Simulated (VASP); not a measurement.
Input for VASP

File POSCAR:
```
Cd
1
    1.4900000000     2.5807560000     0.0000000000
    1.4900000000    -2.5807560000     0.0000000000
    0.0000000000     0.0000000000     5.6200000000
Cd
2
Direct
  0.6666670000   0.3333330000   0.2500000000
  0.3333330000   0.6666670000   0.7500000000
```

INCAR:
```
SYSTEM = Cd
PREC = Accurate
ENCUT = 400
EDIFF = 1E-6
NELM = 100
ALGO = Normal
LREAL = .FALSE.
LASPH = .TRUE.
ISMEAR = 1
SIGMA = 0.1
GGA = PE
LMAXMIX = 4
LWAVE = .FALSE.
LCHARG = .FALSE.
ISIF = 2
```

File KPOINTS:
```
Automatic mesh
0
Gamma
11 11 5
0 0 0
```

POTCAR, in this order: Cd (PBE.64 set). Program: vasp_std.

### Question
What happens when VASP runs on this input?

### Answer
There is a fault: the lattice vectors form a left-handed set. VASP stops with an error: ERROR: the triple product of the basis vectors is negative exchange two basis vectors ----> I REFUSE TO CONTINUE WITH THIS SICK JOB ... BYE!!! <----

**standard output**
```
 -----------------------------------------------------------------------------
|                                                                             |
|     EEEEEEE  RRRRRR   RRRRRR   OOOOOOO  RRRRRR      ###     ###     ###     |
|     E        R     R  R     R  O     O  R     R     ###     ###     ###     |
|     E        R     R  R     R  O     O  R     R     ###     ###     ###     |
|     EEEEE    RRRRRR   RRRRRR   O     O  RRRRRR       #       #       #      |
|     E        R   R    R   R    O     O  R   R                               |
|     E        R    R   R    R   O     O  R    R      ###     ###     ###     |
|     EEEEEEE  R     R  R     R  OOOOOOO  R     R     ###     ###     ###     |
|                                                                             |
|     ERROR: the triple product of the basis vectors is negative exchange     |
|     two basis vectors                                                       |
|                                                                             |
|       ---->  I REFUSE TO CONTINUE WITH THIS SICK JOB ... BYE!!! <----       |
|                                                                             |
 -----------------------------------------------------------------------------
```

To mend it, correct POSCAR.
### POSCAR
```
Cd
1
    1.4900000000    -2.5807560000     0.0000000000
    1.4900000000     2.5807560000     0.0000000000
    0.0000000000     0.0000000000     5.6200000000
Cd
2
Direct
  0.3333330000   0.6666670000   0.2500000000
  0.6666670000   0.3333330000   0.7500000000
```
The mended run (PBE GGA, plane waves, VASP's PBE PAW potentials (set 64)) converges, and its OSZICAR ends with
```
   1 F= -.14452467E+01 E0= -.14451882E+01  d E =-.175530E-03
```

The compound is Cd in the hcp structure. The cell was not relaxed at this level.
